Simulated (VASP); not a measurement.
Data:

```
Cd2SeTe
1.0
    0.00000     3.14208     3.14208
    3.14208     0.00000     3.14208
   12.56379    12.56379     0.00452
Cd Te Se
4 2 2
Direct
  0.01987   0.01987   0.98509
  0.00084   0.00084   0.24937
  0.98030   0.98030   0.51477
  0.99930   0.99930   0.75052
  0.25727   0.25727   0.05705
  0.23832   0.23832   0.32126
  0.24239   0.24239   0.56821
  0.26170   0.26170   0.80372
```

Calculation: PBEsol GGA, VASP's PBE PAW potentials (set 64) (plane waves; VASP). Settings: 400 eV cut-off, 7×7×2 Γ-centred mesh, tetrahedra with Blöchl corrections, potentials Cd Te Se.

The cores are frozen, which limits the accuracy of field gradients.

Problem. Give the principal components of the electric field gradient (V/Å²) and the asymmetry η at each nucleus.

Solution. 
```json
[
 {"atom": "Cd1", "Vxx": "2.7", "Vyy": "2.7", "Vzz": "-5.4", "η": "0.00"},
 {"atom": "Cd2", "Vxx": "-2.1", "Vyy": "-2.1", "Vzz": "4.3", "η": "0.00"},
 {"atom": "Cd3", "Vxx": "-1.2", "Vyy": "-1.2", "Vzz": "2.4", "η": "0.00"},
 {"atom": "Cd4", "Vxx": "3.6", "Vyy": "3.6", "Vzz": "-7.2", "η": "0.00"},
 {"atom": "Te5", "Vxx": "-33.4", "Vyy": "-33.4", "Vzz": "66.9", "η": "0.00"},
 {"atom": "Te6", "Vxx": "-29.6", "Vyy": "-29.6", "Vzz": "59.1", "η": "0.00"},
 {"atom": "Se7", "Vxx": "18.2", "Vyy": "18.2", "Vzz": "-36.4", "η": "0.00"},
 {"atom": "Se8", "Vxx": "16.0", "Vyy": "16.0", "Vzz": "-31.9", "η": "0.00"}
]
```

The structure was generated: Cd4Se2Te2 was put into an ordered model structure (R3m), which need not be its known phase. It was relaxed first.
